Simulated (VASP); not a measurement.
Re:

```
Re
1.0
     2.76080    0.00000    0.00000
    -1.38040    2.39092    0.00000
     0.00000    0.00000    4.45820
Re
2
Direct
  0.33333 0.66667 0.25000
  0.66667 0.33333 0.75000
```

| Property | Result |
| --- | --- |
| Program | VASP 6.6.1 |
| Task | relaxation of cell and atoms |
| Functional | PBE |
| Potentials or basis | VASP PAW PBE potentials, release 64 (Re) |
| Cutoff | 520 eV |
| k mesh | 18 × 18 × 10 |
| Occupations | gaussian, width 0.1 eV |
| Spin | no spin polarisation |

At the start: pressure 5.6 GPa; volume 14.71 Å³/atom.

Task: Where does the relaxation end?

Result: Over 3 steps the energy falls by 3.7 meV/atom and the volume is 14.93 Å³/atom (+1.5 %); space group P6_3/mmc (No. 194, to 0.05 Å).

Step by step:
| step | energy change (eV) | largest force (eV/Å) | pressure (GPa) | volume (Å³) |
| --- | --- | --- | --- | --- |
| 1 | 0.0000 | 0.0000 | 5.60 | 29.43 |
| 2 | 0.1080 | 0.0000 | -19.21 | 31.67 |
| 3 | -0.0074 | 0.0000 | -0.12 | 29.87 |

Final structure:
```
Re
1.0
     2.77433    0.00000    0.00000
    -1.38717    2.40264    0.00000
     0.00000    0.00000    4.48093
Re
2
Direct
  0.33333 0.66667 0.25000
  0.66667 0.33333 0.75000
```
